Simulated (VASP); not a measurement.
Computed with LDA (Ceperley-Alder, Perdew-Zunger), VASP's LDA PAW potentials (set 64) (plane waves; VASP 6.6.1).

The input files of a VASP run:

### KPOINTS
```
Automatic mesh
0
Gamma
7 7 7
0 0 0
```

File POSCAR:
```
CoSi
1
    4.3005363416     0.0000000000     0.0000000000
    0.0000000000     4.3005363416     0.0000000000
    0.0000000000     0.0000000000     4.3005363416
Co Si
4 4
Direct
  0.8532065934   0.6467934066   0.3532065934
  0.3532065934   0.8532065934   0.6467934066
  0.1467934066   0.1467934066   0.1467934066
  0.6467934066   0.3532065934   0.8532065934
  0.1563989833   0.3436010167   0.6563989833
  0.6563989833   0.1563989833   0.3436010167
  0.8436010167   0.8436010167   0.8436010167
  0.3436010167   0.6563989833   0.1563989833
```

INCAR:
```
ALGO=Normal
EDIFF=1E-6
EDIFFG=-0.02
ENCUT=500
IBRION=2
ISIF=3
ISMEAR=1
LASPH=.TRUE.
LCHARG=.FALSE.
LMAXMIX=4
LREAL=.FALSE.
LWAVE=.FALSE.
NELM=100
NSW=40
PREC=Accurate
PSTRESS=200
SIGMA=0.1
SYSTEM=CoSi
```

POTCAR, in this order: Co Si (LDA.64 set). Program: vasp_std.

The resulting files:

**OSZICAR**
```
       N       E                     dE             d eps       ncg     rms          rms(c)
DAV:   1     0.358676934929E+03    0.35868E+03   -0.22190E+04  1488   0.193E+03
DAV:   2    -0.337732158315E+02   -0.39245E+03   -0.38281E+03  1488   0.412E+02
DAV:   3    -0.668005839229E+02   -0.33027E+02   -0.32035E+02  1735   0.143E+02
DAV:   4    -0.682954093990E+02   -0.14948E+01   -0.14865E+01  1954   0.297E+01
DAV:   5    -0.683581022462E+02   -0.62693E-01   -0.62678E-01  2076   0.516E+00    0.305E+01
DAV:   6    -0.719283644423E+02   -0.35703E+01   -0.15470E+02  2144   0.150E+02    0.234E+01
DAV:   7    -0.626400359458E+02    0.92883E+01   -0.60804E+01  2071   0.107E+02    0.935E+00
DAV:   8    -0.626544342206E+02   -0.14398E-01   -0.35918E+00  1862   0.124E+01    0.304E+00
DAV:   9    -0.625584676653E+02    0.95967E-01   -0.35018E-01  2385   0.674E+00    0.122E+00
DAV:  10    -0.625535508213E+02    0.49168E-02   -0.18394E-02  1940   0.998E-01    0.510E-01
DAV:  11    -0.625511280790E+02    0.24227E-02   -0.74793E-03  2522   0.877E-01    0.855E-02
DAV:  12    -0.625511126083E+02    0.15471E-04   -0.36985E-04  2340   0.201E-01    0.440E-02
DAV:  13    -0.625511122099E+02    0.39840E-06   -0.72296E-05  2392   0.556E-02    0.215E-02
DAV:  14    -0.625511085813E+02    0.36286E-05   -0.21900E-05  2378   0.459E-02    0.476E-03
DAV:  15    -0.625511085564E+02    0.24914E-07   -0.55581E-07  1192   0.843E-03
   1 F= -.52622525E+02 E0= -.52622534E+02  d E =-.526225E+02
       N       E                     dE             d eps       ncg     rms          rms(c)
DAV:   1    -0.657574645125E+02   -0.32064E+01   -0.75185E+01  1530   0.113E+02    0.208E+01
DAV:   2    -0.658597057367E+02   -0.10224E+00   -0.79711E+01  1962   0.118E+02    0.145E+01
DAV:   3    -0.615889575775E+02    0.42707E+01   -0.28077E+01  1954   0.755E+01    0.442E+00
DAV:   4    -0.615152289936E+02    0.73729E-01   -0.15030E+00  1810   0.988E+00    0.210E+00
DAV:   5    -0.614640466683E+02    0.51182E-01   -0.12045E-01  2371   0.395E+00    0.104E+00
DAV:   6    -0.614501990203E+02    0.13848E-01   -0.21831E-02  2314   0.128E+00    0.229E-01
DAV:   7    -0.614502037455E+02   -0.47251E-05   -0.19543E-03  1727   0.478E-01    0.136E-01
DAV:   8    -0.614501555355E+02    0.48210E-04   -0.34234E-04  1811   0.102E-01    0.639E-02
DAV:   9    -0.614501754024E+02   -0.19867E-04   -0.22876E-04  2373   0.169E-01    0.679E-02
DAV:  10    -0.614501495264E+02    0.25876E-04   -0.11754E-04  2358   0.113E-01    0.413E-03
DAV:  11    -0.614501497462E+02   -0.21975E-06   -0.38543E-06  1620   0.183E-02
   2 F= -.52381552E+02 E0= -.52381387E+02  d E =0.240974E+00
       N       E                     dE             d eps       ncg     rms          rms(c)
DAV:   1    -0.643754608034E+02   -0.29253E+01   -0.35097E+01  1532   0.797E+01    0.128E+01
DAV:   2    -0.650918984220E+02   -0.71644E+00   -0.45621E+01  2079   0.900E+01    0.121E+01
DAV:   3    -0.624021146328E+02    0.26898E+01   -0.16922E+01  2055   0.521E+01    0.307E+00
DAV:   4    -0.623749148183E+02    0.27200E-01   -0.36249E-01  1750   0.447E+00    0.198E+00
DAV:   5    -0.623360441137E+02    0.38871E-01   -0.11280E-01  2322   0.418E+00    0.261E-01
DAV:   6    -0.623353705818E+02    0.67353E-03   -0.47212E-03  1726   0.635E-01    0.121E-01
DAV:   7    -0.623353748633E+02   -0.42815E-05   -0.16965E-04  2162   0.855E-02    0.696E-02
DAV:   8    -0.623353775766E+02   -0.27133E-05   -0.14766E-05  1891   0.302E-02    0.113E-02
DAV:   9    -0.623353754480E+02    0.21286E-05   -0.68523E-06  1764   0.319E-02    0.526E-03
DAV:  10    -0.623353754489E+02   -0.97998E-09   -0.96469E-07  1115   0.658E-03
   3 F= -.52698445E+02 E0= -.52698380E+02  d E =-.759196E-01
       N       E                     dE             d eps       ncg     rms          rms(c)
DAV:   1    -0.623295976592E+02    0.57778E-02   -0.36836E-03  1565   0.801E-01    0.136E-01
DAV:   2    -0.623296634906E+02   -0.65831E-04   -0.45919E-03  2062   0.894E-01    0.119E-01
DAV:   3    -0.623293909686E+02    0.27252E-03   -0.17162E-03  2039   0.552E-01    0.286E-02
DAV:   4    -0.623293840948E+02    0.68738E-05   -0.51281E-05  1607   0.536E-02    0.833E-03
DAV:   5    -0.623293829133E+02    0.11815E-05   -0.34664E-06  1438   0.198E-02    0.424E-03
DAV:   6    -0.623293827524E+02    0.16098E-06   -0.14419E-06   917   0.831E-03
   4 F= -.52698478E+02 E0= -.52698411E+02  d E =-.759526E-01
       N       E                     dE             d eps       ncg     rms          rms(c)
DAV:   1    -0.623280275015E+02    0.13554E-02   -0.12662E-01  1488   0.196E+00    0.531E-02
DAV:   2    -0.623281841121E+02   -0.15661E-03   -0.20866E-03  2186   0.433E-01    0.394E-02
DAV:   3    -0.623281699613E+02    0.14151E-04   -0.32797E-05  1925   0.572E-02    0.224E-02
DAV:   4    -0.623281609982E+02    0.89632E-05   -0.17491E-05  2310   0.370E-02    0.634E-03
DAV:   5    -0.623281607130E+02    0.28521E-06   -0.64041E-06  1646   0.338E-02
   5 F= -.52699160E+02 E0= -.52699093E+02  d E =-.682347E-03
       N       E                     dE             d eps       ncg     rms          rms(c)
DAV:   1    -0.623265240529E+02    0.16369E-02   -0.98117E-02  1488   0.172E+00    0.467E-02
DAV:   2    -0.623266407128E+02   -0.11666E-03   -0.15757E-03  2185   0.378E-01    0.349E-02
DAV:   3    -0.623266301794E+02    0.10533E-04   -0.27009E-05  1909   0.545E-02    0.200E-02
DAV:   4    -0.623266241198E+02    0.60596E-05   -0.22042E-05  2335   0.509E-02    0.977E-03
DAV:   5    -0.623266228562E+02    0.12637E-05   -0.10728E-05  1988   0.431E-02    0.251E-03
DAV:   6    -0.623266228064E+02    0.49744E-07   -0.49651E-07   933   0.103E-02
   6 F= -.52699298E+02 E0= -.52699230E+02  d E =-.820585E-03
```

OUTCAR:
```
------------------------ aborting loop because EDIFF is reached ----------------------------------------
  FORCE on cell =-STRESS in cart. coord.  units (eV):
  Direction    XX          YY          ZZ          XY          YZ          ZX
  --------------------------------------------------------------------------------------
  Total        9.6328609      9.6328609      9.6328609      0.0000000     -0.0000000      0.0000000
  in kB      200.1150175    200.1150175    200.1150175      0.0000000     -0.0000000      0.0000000
  external PRESSURE =       0.1150175 kB  Pullay stress =     200.0000000 kB
  volume of cell :       77.12
      direct lattice vectors                 reciprocal lattice vectors
     4.256592376 -0.000000000  0.000000000     0.234929707 -0.000000000 -0.000000000
     0.000000000  4.256592376  0.000000000     0.000000000  0.234929707 -0.000000000
     0.000000000  0.000000000  4.256592376    -0.000000000 -0.000000000  0.234929707
 POSITION                                       TOTAL-FORCE (eV/Angst)
 -----------------------------------------------------------------------------------
      3.62874      2.75615      1.50044         0.000224     -0.000224      0.000224
      1.50044      3.62874      2.75615         0.000224      0.000224     -0.000224
      0.62785      0.62785      0.62785        -0.000224     -0.000224     -0.000224
      2.75615      1.50044      3.62874        -0.000224      0.000224      0.000224
      0.66409      1.46420      2.79239         0.007804     -0.007804      0.007804
      2.79239      0.66409      1.46420         0.007804      0.007804     -0.007804
      3.59250      3.59250      3.59250        -0.007804     -0.007804     -0.007804
      1.46420      2.79239      0.66409        -0.007804      0.007804      0.007804
 -----------------------------------------------------------------------------------
    total drift:                               -0.000000      0.000000     -0.000000
  FREE ENERGIE OF THE ION-ELECTRON SYSTEM (eV)
  ---------------------------------------------------
  free  energy   TOTEN  =       -62.3266228064 eV

  energy  without entropy=      -62.3264170893  energy(sigma->0) =      -62.32655423
  enthalpy is  TOTEN    =       -52.6992984976 eV   P V=        9.6273243089

 reached required accuracy - stopping structural energy minimisation
```
(Selected blocks of OUTCAR.)

**CONTCAR**
```
CoSi
   1.00000000000000
     4.2565923762313176   -0.0000000000000000    0.0000000000000000
     0.0000000000000000    4.2565923762313167    0.0000000000000000
     0.0000000000000000    0.0000000000000000    4.2565923762313167
  Co              Si
     4     4
Direct
     0.8524983017485157    0.6475016982514843    0.3524983017485157
     0.3524983017485157    0.8524983017485157    0.6475016982514843
     0.1475016982514843    0.1475016982514843    0.1475016982514843
     0.6475016982514843    0.3524983017485157    0.8524983017485157
     0.1560149143708524    0.3439850856291476    0.6560149143708525
     0.6560149143708525    0.1560149143708524    0.3439850856291476
     0.8439850856291475    0.8439850856291475    0.8439850856291475
     0.3439850856291476    0.6560149143708525    0.1560149143708524
```

Energy and stress use the plane-wave basis of the starting cell.

The compound is CoSi in the B20 structure. This run relaxes it under an external pressure of 20 GPa. Symmetry was kept, so distortions that lower it aren't found. The run is not spin-polarised, so no magnetic state was tried.
